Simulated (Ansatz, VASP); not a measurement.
# MgS (Niningerite): VASP beside Ansatz

Aim: how closely do two programs agree when they are given the same cell, functional and k mesh? The cell is taken from a series of VASP runs on this material, whose earlier steps may have relaxed, scaled or displaced it; both programs get it as it stands. Other levels of theory on this material are compared in a session of their own.

Calculated with Ansatz 0.2.0; plane waves, with VASP 6.6.1 beside it; band structure at PBE.

**1. The structure**

Symmetry: Fm-3m, No. 225, cubic system. The conventional cell has a = 5.203 Å, b = 5.203 Å, c = 5.203 Å, α = 90.00°, β = 90.00°, γ = 90.00°. Nearest to S lie 6 Mg at 2.60 Å. Nearest to Mg lie 6 S at 2.60 Å. Farther neighbours and most contacts between anions are not listed.

Structure file:

```cif
data_structure
_symmetry_space_group_name_H-M 'Fm-3m'
_symmetry_Int_Tables_number 225
_cell_length_a 5.2033
_cell_length_b 5.2033
_cell_length_c 5.2033
_cell_angle_alpha 90.000
_cell_angle_beta 90.000
_cell_angle_gamma 90.000
_cell_volume 140.88
loop_
_atom_site_label
_atom_site_type_symbol
_atom_site_symmetry_multiplicity
_atom_site_Wyckoff_symbol
_atom_site_fract_x
_atom_site_fract_y
_atom_site_fract_z
_atom_site_occupancy
S1 S 4 b 0.50000 0.00000 0.00000 1
Mg1 Mg 4 a 0.00000 0.00000 0.00000 1
```

**2. Ansatz: band structure, PBE**

Ansatz runs on its default PAW (the set named soft_2) files.

The same path points are solved in both programs, so levels can be compared one by one.

File input.yaml:

```yaml
crystal:
  lattice:
    - [0.0, 2.60165, 2.60165]
    - [2.60165, 0.0, 2.60165]
    - [2.60165, 2.60165, 0.0]
  atoms:
    - { symbol: S, position: [0.5, 0.5, 0.5] }
    - { symbol: Mg, position: [0.0, 0.0, 0.0] }
hamiltonian:
  xc: pbe
  pseudopotentials: { kind: paw }
kpoints:
  mp_grid: { grid: [8, 8, 8] }
  band_path:
    path:
      - [0.0, 0.0, 0.0]
      - [0.16667, 0.0, 0.16667]
      - [0.33333, 0.0, 0.33333]
      - [0.5, 0.0, 0.5]
      - [0.5, 0.08333, 0.58333]
      - [0.5, 0.19444, 0.69444]
      - [0.5, 0.25, 0.75]
      - [0.45833, 0.29167, 0.75]
      - [0.40278, 0.34722, 0.75]
      - [0.375, 0.375, 0.75]
      - [0.20833, 0.20833, 0.41667]
      - [0.08333, 0.08333, 0.16667]
      - [0.0, 0.0, 0.0]
      - [0.22222, 0.22222, 0.22222]
      - [0.38889, 0.38889, 0.38889]
      - [0.51389, 0.47222, 0.51389]
      - [0.55556, 0.38889, 0.55556]
      - [0.61111, 0.27778, 0.61111]
      - [0.61111, 0.25, 0.63889]
      - [0.56944, 0.25, 0.68056]
      - [0.51389, 0.25, 0.73611]
      - [0.5, 0.27778, 0.72222]
      - [0.5, 0.38889, 0.61111]
      - [0.5, 0.47222, 0.52778]
      - [0.48611, 0.48611, 0.52778]
      - [0.43056, 0.43056, 0.63889]
      - [0.38889, 0.38889, 0.72222]
      - [0.59722, 0.19444, 0.59722]
      - [0.55556, 0.11111, 0.55556]
      - [0.5, 0.0, 0.5]
    npoints: 1
scf:
  occupations: { method: gaussian, width: 0.03 }
  n_extra_bands: 7
output:
  forces: true
  stress: true
  eigenvalues: true
  write_density: true
  write_potential: true
  elf: true
  volumetric_format: npy
```

Run with:

```sh
ansatz run input.yaml --threads 2 --pin off --max-ram 4608MiB --backend cpu --events-out ev --progress --plain --runs-dir out
```

Numbers of over 12 decimals in the logs are rounded to 6 here.

What it wrote:

```text
scf.n_extra_bands = 7 over 8 filled bands (N_el = 16.0): the run solves 15 bands
Engine: ansatz 0.2.0, aarch64-unknown-linux-gnu
Pseudopotentials: kind: paw
Pseudopotential: S, paw, valence charge 6, recommended cutoff 420 eV (normal), S.paw.azcp
Pseudopotential: Mg, paw, valence charge 10, recommended cutoff 420 eV (normal), Mg.paw.azcp
Functional definition: PBE
  parameter kappa = 0.804
  parameter beta = 0.066725
  exchange = pbe_x(kappa = kappa, mu = beta*pi^2/3)
  correlation = pbe_c(beta = beta)
Crystal: 2 atoms, lattice volume = 35.219 Å³
Basis set: ecut = 420 eV, 701 PW (Γ), exchange–correlation on 50×50×50 points (8 copies of the dense FFT grid, shifted against one another)
Bands: 15, of which v1, the nominal top of the filled ones, is band 8 counted from 1 (7 counted from 0)
Symmetry: 48 space group operations
Space group: Fm-3m (ITA 225), of the structure as read, at distance tolerance 3.3e-5 Å
k-points: 29 of 512
Non-local potential: S, projectors of the file, l = 0: 2, l = 1: 2, l = 2: 2
Non-local potential: Mg, projectors of the file, l = 0: 3, l = 1: 2, l = 2: 1
PAW form: soft (Blöchl's): semilocal exchange-correlation on the pseudo side does not see the compensation charge
PAW one-centre angular grid: S, 110 points (default); XC on 64 Gauss nodes
PAW one-centre angular grid: Mg, 110 points (default); XC on 64 Gauss nodes
Initial density: superposition of atomic densities (neutral atoms: chi_scale 0, normalization atom), corrected by the library's trained network
Initial wavefunctions: pseudopotential atomic-orbital guess
Functional: x = pbe(κ = 0.804, μ = 0.219515), c = pbe(β = 0.066725)
SCF iter   1: F=—  HF=-2828.746845 eV  |F-HF|=—  |Δ(HF+E_count)|=         —  Δρ=4.54e-4  dr2=6.90e-5  ethr=1.77e-3  ⟨swp⟩=7.0  Hψ=2501  notcnv=0  defer=6
preconditioner: auto → none  [insulator: Δε(μ)=2.782 eV  Ē_g=14.289 eV  σ=0.030 eV  W_gap=1.00  n_scr=8 (ndim 8)  ℏωp=17.7 eV  f_vac=0.000  D(μ)=0.00/eV (n_scr^D=0)  ε∞_Penn≈2.5]
SCF iter   2: F=—  HF=-2828.746797 eV  |F-HF|=—  |Δ(HF+E_count)|=   4.82e-5  Δρ=2.57e-4  dr2=2.17e-5  ethr=4.31e-7  ⟨swp⟩=3.4  Hψ=1023  notcnv=0  defer=42
SCF iter   3: F=—  HF=-2828.746829 eV  |F-HF|=—  |Δ(HF+E_count)|=   3.17e-5  Δρ=1.44e-4  dr2=9.11e-6  ethr=1.36e-7  ⟨swp⟩=2.0  Hψ=494  notcnv=0  defer=42
SCF iter   4: F=—  HF=-2828.746825 eV  |F-HF|=—  |Δ(HF+E_count)|=   3.99e-6  Δρ=3.58e-5  dr2=3.47e-7  ethr=5.69e-8  ⟨swp⟩=2.1  Hψ=467  notcnv=0  defer=42
iter 5 did not close the SCF: its close was put off for the readings that it lacked (scf_convergence_deferred on its scf_iter line)
SCF iter   5: F=-2828.746825 eV  HF=-2828.746825 eV  |F-HF|=2.49e-8  |Δ(HF+E_count)|=   1.53e-7  Δρ=8.79e-6  dr2=3.70e-8  ethr=2.17e-9  ⟨swp⟩=2.4  Hψ=625  notcnv=0  defer=42
SCF iter   6: F=-2828.746825 eV  HF=-2828.746825 eV  |F-HF|=1.03e-9  |Δ(HF+E_count)|=   1.13e-8  Δρ=1.77e-6  dr2=1.63e-9  ethr=2.31e-10  ⟨swp⟩=8.7  Hψ=2401  notcnv=0
SCF 1 converged in 6 iterations: F = -2828.746825 eV  dr2 = 1.63e-9
  greatest PAW one-centre occupation: 1.000 electrons in one spin orbital (limit 2), on the Mg atom at site 1 (counted from 0), in its partial waves of l = 0
NSCF: frozen V_eff on 30 k-points
SCF converged after 6 iterations
Free energy (F): -2828.746825 eV
Harris-Foulkes:  -2828.746825 eV  (|F-HF|=1.03e-9)
Internal energy: -2828.746825 eV  (E = F + TS)
E sigma→0 (E₀):  -2828.746825 eV
Fermi energy:    7.783963 eV
--- Per-component energies (eV) ---
  E_band       = -331.813489
  E_kinetic    = 185.286741
  E_local      = -1665.925022  (includes V_loc(G=0)·N_el)
  E_nonlocal   = 123.410654
  E_hartree    = 593.042823
  E_xc         = -127.745183
  E_vxc        = -127.036793  (∫ρ·V_xc dr)
  E_paw        = -893.076816  (= ΣΔE_a)
  E_vpaw       = -33.635055  (= ΣTr[D̂ρ^β])
  E_aug_tail   = -0.000002  (compensation charges beyond the density's cutoff)
  E_ewald      = -1043.740020
  E_smearing   = -0.000000  (= −TS)
  E_closure    = -0.000000  (closes the sum)
  Σ components = -2828.746825   (vs F -2828.746825, Δ=0.00e0)
--- Forces (eV/Å), atoms counted from 1 ---
  atom   1  S      0.00000000     0.00000000     0.00000000
  atom   2  Mg    -0.00000000     0.00000000     0.00000000
  max |Σ_I F_I| component: 2.63e-30 eV/Å
--- Stress (GPa, compression-positive) ---
        1.163283       0.000000      -0.000000
       -0.000000       1.163283       0.000000
       -0.000000       0.000000       1.163283
  P = ⅓ Tr σ = 1.1633 GPa (11.633 kbar)
--- Band table (eV; the first three rows and the last of 29) ---
  k-point 0: bands = [... 4 lower, -6.2768, 6.3890, 6.3890, 6.3890, 10.1111, 14.3054, 14.3054, 14.3054, ... 3 higher]
  k-point 1: bands = [... 4 lower, -6.1248, 5.3436, 6.2880, 6.2880, 10.9108, 13.9983, 14.5521, 14.5521, ... 3 higher]
  k-point 2: bands = [... 4 lower, -5.7140, 3.5864, 6.0677, 6.0677, 11.3516, 14.1826, 14.1826, 14.6806, ... 3 higher]
  k-point 28: bands = [... 4 lower, -4.5543, 3.1696, 3.1696, 4.0362, 11.6416, 14.3212, 14.3212, 14.4498, ... 3 higher]
```

Run time: 0.95 s. Hardware: 2 threads of Arm Neoverse V1, shared host; peak memory 0.27 GiB.

Reading the cycles: dr2 is the Hartree energy of the density residual (eV), the measure of convergence; HF is the Harris–Foulkes estimate of the energy, which meets the free energy F at convergence.

**3. VASP: band structure, PBE**

The same cell, functional, mesh and smearing now go to VASP, with its own data sets and cutoff.

Lines of VASP's logs that name or quote its potential files are left out, and so is its time.

File INCAR:

```
SYSTEM = MgS
PREC = Accurate
ENCUT = 350
EDIFF = 1E-06
NELM = 100
ISMEAR = 0
SIGMA = 0.03
LREAL = .FALSE.
ALGO = Normal
GGA = PE
NBANDS = 16
LORBIT = 11
LWAVE = .FALSE.
LCHARG = .FALSE.
KPAR = 4
LASPH = .TRUE.
```

File POSCAR:

```
MgS
1.0
    0.0000000000      2.6016500000      2.6016500000
    2.6016500000      0.0000000000      2.6016500000
    2.6016500000      2.6016500000      0.0000000000
S Mg
1 1
Direct
    0.5000000000      0.5000000000      0.5000000000
    0.0000000000      0.0000000000      0.0000000000
```

File KPOINTS:

```
Automatic mesh
0
Gamma
8 8 8
0 0 0
```

File KPOINTS_OPT:

```
Line mode
10
Line-mode
Reciprocal
  0.00000000   0.00000000   0.00000000 GAMMA
  0.50000000   0.00000000   0.50000000 X

  0.50000000   0.00000000   0.50000000 X
  0.50000000   0.25000000   0.75000000 W

  0.50000000   0.25000000   0.75000000 W
  0.37500000   0.37500000   0.75000000 K

  0.37500000   0.37500000   0.75000000 K
  0.00000000   0.00000000   0.00000000 GAMMA

  0.00000000   0.00000000   0.00000000 GAMMA
  0.50000000   0.50000000   0.50000000 L

  0.50000000   0.50000000   0.50000000 L
  0.62500000   0.25000000   0.62500000 U

  0.62500000   0.25000000   0.62500000 U
  0.50000000   0.25000000   0.75000000 W

  0.50000000   0.25000000   0.75000000 W
  0.50000000   0.50000000   0.50000000 L

  0.50000000   0.50000000   0.50000000 L
  0.37500000   0.37500000   0.75000000 K

  0.62500000   0.25000000   0.62500000 U
  0.50000000   0.00000000   0.50000000 X
```

Potentials, in the order of the species: S and Mg (PBE family, release 64).

Run with:

```sh
mpirun -np 4 vasp_std
```

What it wrote:

```text
[banner, memory and clock lines left out]
running    4 mpi-ranks, on    1 nodes
 distrk:  each k-point on    1 cores,    4 groups
 distr:  one band on    1 cores,    1 groups

 POSCAR found type information on POSCAR S Mg
 POSCAR found :  2 types and       2 ions
 LDA part: xc-table for (Slater+PW92), standard interpolation
 POSCAR, INCAR and KPOINTS ok, starting setup
 FFT: planning ... GRIDC
 FFT: planning ... GRID_SOFT
 FFT: planning ... GRID
 WAVECAR not read
 entering main loop
       N       E                     dE             d eps       ncg     rms          rms(c)
DAV:   1     0.129672174337E+02    0.12967E+02   -0.25789E+03  1016   0.284E+02
DAV:   2    -0.819841583401E+01   -0.21166E+02   -0.20382E+02  1256   0.712E+01
DAV:   3    -0.890320605816E+01   -0.70479E+00   -0.70417E+00  1136   0.120E+01
DAV:   4    -0.890639435763E+01   -0.31883E-02   -0.31882E-02  1256   0.946E-01
DAV:   5    -0.890641993953E+01   -0.25582E-04   -0.25582E-04  1096   0.804E-02    0.440E+00
DAV:   6    -0.854098593113E+01    0.36543E+00   -0.60094E-01  1112   0.240E+00    0.342E+00
DAV:   7    -0.850151810889E+01    0.39468E-01   -0.18140E-01  1184   0.147E+00    0.228E+00
DAV:   8    -0.850181987627E+01   -0.30177E-03   -0.15667E-02  1040   0.536E-01    0.116E+00
DAV:   9    -0.850140545013E+01    0.41443E-03   -0.10794E-03  1112   0.134E-01    0.391E-01
DAV:  10    -0.850141195654E+01   -0.65064E-05   -0.22613E-04  1192   0.549E-02    0.567E-02
DAV:  11    -0.850141036545E+01    0.15911E-05   -0.13847E-05  1096   0.142E-02    0.163E-02
DAV:  12    -0.850141046438E+01   -0.98925E-07   -0.47257E-07   880   0.320E-03
   1 F= -.85014105E+01 E0= -.85014105E+01  d E =-.976916E-23
 Start KPOINTS_OPT (optional k-point list driver)
k-point batch [1-29\100]
       N       E                     dE             ncg
DAV:   1     0.397416024221E+03   -0.57425E+04      992
DAV:   2    -0.171553948857E+03   -0.56897E+03     1256
DAV:   3    -0.190611128796E+03   -0.19057E+02     1144
DAV:   4    -0.190698729524E+03   -0.87601E-01     1176
DAV:   5    -0.190699450499E+03   -0.72098E-03     1160
DAV:   6    -0.190699457950E+03   -0.74512E-05     1192
DAV:   7    -0.190699458035E+03   -0.85002E-07      952
[...]
k-point batch [88-100\100]
       N       E                     dE             ncg
DAV:   1     0.397649165309E+04   -0.32429E+04      440
DAV:   2     0.370913383709E+04   -0.26736E+03      560
DAV:   3     0.370100902793E+04   -0.81248E+01      496
DAV:   4     0.370097180924E+04   -0.37219E-01      536
DAV:   5     0.370097148617E+04   -0.32307E-03      488
DAV:   6     0.370097148268E+04   -0.34914E-05      576
DAV:   7     0.370097148264E+04   -0.37483E-07      392
```

From OUTCAR (step 3):

```text
ion  position               nearest neighbor table
   1  0.500  0.500  0.500-   2 2.60   2 2.60   2 2.60   2 2.60   2 2.60   2 2.60
   2  0.000  0.000  0.000-   1 2.60   1 2.60   1 2.60   1 2.60   1 2.60   1 2.60

  LATTYP: Found a face centered cubic cell.
 ALAT       =     5.2033000000

 Subroutine GETGRP returns: Found 48 space group operations
 (whereof 48 operations were pure point group operations)

The static configuration has the point symmetry O_h .

 Found     29 irreducible k-points:

   k-points           NKPTS =     29   k-points in BZ     NKDIM =     29   number of bands    NBANDS=     16

   dimension x,y,z NGX =    24 NGY =   24 NGZ =   24
   dimension x,y,z NGXF=    48 NGYF=   48 NGZF=   48

   ENCUT  =  350.0 eV  25.72 Ry    5.07 a.u.   5.61  5.61  5.61*2*pi/ulx,y,z

   NELECT =       8.0000    total number of electrons

 k-points in reciprocal lattice and weights: Automatic mesh
   0.00000000  0.00000000  0.00000000       0.002
   0.12500000  0.00000000  0.00000000       0.016
   0.25000000  0.00000000  0.00000000       0.016
   0.37500000  0.00000000  0.00000000       0.016
   0.50000000  0.00000000  0.00000000       0.008
   0.12500000  0.12500000  0.00000000       0.012
   0.25000000  0.12500000  0.00000000       0.047
   0.37500000  0.12500000  0.00000000       0.047
   0.50000000  0.12500000  0.00000000       0.047
[...]
-0.37500000  0.50000000  0.12500000       0.023
  -0.25000000  0.50000000  0.25000000       0.012

 average (electrostatic) potential at core
       1 -86.1287       2 -36.8951

 E-fermi :   3.9245

 k-point     1 :       0.0000    0.0000    0.0000
  band No.  band energies     occupation
      1      -8.9412      2.00000
      2       3.7261      2.00000
      3       3.7261      2.00000
      4       3.7261      2.00000
      5       7.4359      0.00000
      6      11.6814      0.00000
      7      11.6814      0.00000
      8      11.6814      0.00000
      9      14.0791      0.00000
    ...

 k-point     2 :       0.1250    0.0000    0.0000
  band No.  band energies     occupation
      1      -8.7902      2.00000
      2       2.6785      2.00000
      3       3.6251      2.00000
      4       3.6251      2.00000
      5       8.2378      0.00000
      6      11.3640      0.00000
      7      11.9290      0.00000
      8      11.9290      0.00000
      9      13.4431      0.00000
    ...

 k-point     3 :       0.2500    0.0000    0.0000
  band No.  band energies     occupation
      1      -8.3818      2.00000
      2       0.9196      2.00000
      3       3.4049      2.00000
      4       3.4049      2.00000
      5       8.6862      0.00000
      6      11.5479      0.00000
      7      11.5479      0.00000
      8      12.0296      0.00000
      9      14.0201      0.00000
    ...

  Total        0.1957547      0.1957547      0.1957547     -0.0000000     -0.0000000     -0.0000000
  in kB        8.9052506      8.9052506      8.9052506     -0.0000000     -0.0000000     -0.0000000
  external PRESSURE =       8.9052506 kB  Pullay stress =       0.0000000 kB

  energy-cutoff  :      350.00
  volume of cell :       35.22
      direct lattice vectors                 reciprocal lattice vectors
     0.000000000  2.601650000  2.601650000    -0.192185728  0.192185728  0.192185728
     2.601650000  0.000000000  2.601650000     0.192185728 -0.192185728  0.192185728
     2.601650000  2.601650000  0.000000000     0.192185728  0.192185728 -0.192185728

 POSITION                                       TOTAL-FORCE (eV/Angst)
 -----------------------------------------------------------------------------------
      2.60165      2.60165      2.60165         0.000000      0.000000      0.000000
      0.00000      0.00000      0.00000        -0.000000     -0.000000     -0.000000
 -----------------------------------------------------------------------------------
    total drift:                               -0.000000     -0.000000      0.000000

  FREE ENERGIE OF THE ION-ELECTRON SYSTEM (eV)
  ---------------------------------------------------
  free  energy   TOTEN  =        -8.5014104644 eV

  energy  without entropy=       -8.5014104644  energy(sigma->0) =       -8.50141046

 total charge
# of ion       s       p       d       tot
------------------------------------------
    1        1.314   2.502   0.000   3.815
    2        0.137   0.128   0.040   0.304
--------------------------------------------------
tot          1.450   2.629   0.040   4.119

[... 3 further parts left out ...]
```

The run ends at a pressure of 0.89 GPa.

**4. Comparison**

Known differences besides the potentials themselves: the data sets hold 16 valence electrons in Ansatz (default PAW (the set named soft_2) files) and 8 in VASP; the cutoff is 420 eV in Ansatz and 350 eV in VASP. Total energies have different zeros and are not compared.

Compared:

| quantity | Ansatz | VASP | difference |
| --- | --- | --- | --- |
| pressure (GPa) | 1.16 | 0.89 | +0.27 |
| gap over the path points (eV) | 2.790 | 2.776 | +0.014 |

Levels at points of the path, from each program's valence-band top (eV; 3 filled, then empty):

| k (reciprocal lattice) | Ansatz | VASP |
| --- | --- | --- |
| 0.000 0.000 0.000 | 0.00 0.00 0.00 3.72 7.92 7.92 | 0.00 0.00 0.00 3.71 7.96 7.96 |
| 0.167 0.000 0.167 | -1.53 -0.53 -0.53 5.33 6.49 7.89 | -1.53 -0.53 -0.53 5.32 6.52 7.91 |
| 0.333 0.000 0.333 | -3.40 -1.34 -1.34 3.89 4.94 9.74 | -3.40 -1.35 -1.35 3.88 4.95 9.74 |
| 0.500 0.000 0.500 | -4.18 -1.68 -1.68 2.79 4.39 12.01 | -4.19 -1.68 -1.68 2.78 4.40 12.00 |
| 0.500 0.083 0.583 | -4.07 -1.96 -1.88 3.28 4.90 11.05 | -4.08 -1.96 -1.88 3.27 4.91 11.10 |
| 0.500 0.194 0.694 | -3.59 -2.79 -2.29 4.81 6.75 8.61 | -3.60 -2.80 -2.29 4.81 6.77 8.62 |
| 0.500 0.250 0.750 | -3.22 -3.22 -2.35 5.25 7.93 7.93 | -3.23 -3.23 -2.36 5.25 7.96 7.96 |
| 0.458 0.292 0.750 | -3.47 -3.09 -2.10 4.93 7.11 8.47 | -3.48 -3.09 -2.10 4.93 7.13 8.49 |
| 0.403 0.347 0.750 | -3.66 -3.16 -1.47 4.07 6.72 9.43 | -3.67 -3.17 -1.48 4.07 6.74 9.46 |
| 0.375 0.375 0.750 | -3.68 -3.18 -1.36 3.91 6.69 9.66 | -3.69 -3.18 -1.36 3.91 6.71 9.70 |

Among the levels compared at these points, filled levels agree within 10 meV and empty ones within 68 meV.

**5. Results**

```
difference in gap over the path points (band structure, PBE) : 0.014 eV
```

**Reading.** The difference in gap over the path points is 0.014 eV (band structure, PBE), within the 0.08 eV picked in this series as the mark of a large difference. 5 further runs of this series are not shown here. How closely two codes agree says nothing of how well the functional describes the real material.

[Lines on the potential files, build, host, timing and source positions are cut from VASP's logs without a mark.]

[Logs are printed without paths, hosts, clocks, repeated set-up lines and the standing remarks that a program may print on its own settings, such as how far it seeks lower states.]

[Hosts, paths, dates, database ids (printed as entryN), source tags and the programs' standing remarks are cut or masked in the printed files.]
